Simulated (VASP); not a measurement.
Here is the system:

```yaml
crystal:
  lattice:
    - [2.49227, 0.00000, 0.00000]
    - [-1.24613, 2.15837, 0.00000]
    - [0.00000, 0.00000, 4.02829]
  atoms:
    - { symbol: Co, position: [0.66667, 0.33333, 0.75000], spin: 1.8 }
    - { symbol: Co, position: [0.33333, 0.66667, 0.25000], spin: 1.8 }
```

Calculation: PBE GGA, VASP's PBE PAW potentials (set 64) (plane waves; VASP). Run with PREC = Normal, EDIFF = 1E-5, 400 eV cut-off, 19×19×10 Γ-centred mesh, first-order Methfessel-Paxton smearing of 0.10 eV, potentials Co.

Q: Give the stress tensor in GPa (positive for a compressed cell).

A: 
```
-1.84   0.00   0.00
 0.00  -1.84   0.00
 0.00   0.00  -2.34
```
The pressure is its mean diagonal, -2.01 GPa.

The compound is Co in the hcp structure. It was relaxed first.
